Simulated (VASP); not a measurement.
Input:

```
CELL_PARAMETERS angstrom
      1.88159    -3.25900     0.00000
      1.88159     3.25900     0.00000
      0.00000     0.00000     6.31805
ATOMIC_POSITIONS crystal
  Sn 0.00000 0.00000 0.00000
  Se 0.33333 0.66667 0.24406
  Se 0.66667 0.33333 0.75594
```

The numbers are results of SCAN meta-GGA, VASP's PBE PAW potentials (set 64) (plane waves; VASP), not measurements. Run with 520 eV cut-off, 7×7×4 Γ-centred mesh, Gaussian smearing of 0.050 eV, potentials Sn_d Se.

Task: The ions and cell shape at fixed volume are relaxed. What does this cell relax into?

Result: 
```
CELL_PARAMETERS angstrom
      1.91075    -3.30952     0.00000
      1.91075     3.30952     0.00000
      0.00000     0.00000     6.12665
ATOMIC_POSITIONS crystal
  Sn 0.00000 0.00000 0.00000
  Se 0.33333 0.66667 0.25674
  Se 0.66667 0.33333 0.74326
```
Space group P-3m1 (164), at a tolerance of 0.03 Å.

Task: How much energy does the relaxation gain?

Result: The energy (σ→0) changes by -15.5 meV/atom, in 7 ionic steps.

| step | E(σ→0) (eV) | max force (eV/Å) | pressure (GPa) | volume (Å³) |
|---|---|---|---|---|
| 1 | -77.0216 | 0.602 | 4.60 | 77.49 |
| 2 | -77.0471 | 0.288 | 3.37 | 77.49 |
| 3 | -77.0549 | 0.027 | 2.21 | 77.49 |
| 4 | -77.0652 | 0.004 | 1.79 | 77.49 |
| 5 | -77.0681 | 0.024 | 1.38 | 77.49 |
| 6 | -77.0681 | 0.024 | 1.40 | 77.49 |
| 7 | -77.0681 | 0.003 | 1.32 | 77.49 |

The compound is SnSe2 in the 1T layered structure. This cell is one point of a volume scan, at 0.94 of the reference volume. Symmetry was kept, so distortions that lower it aren't found.
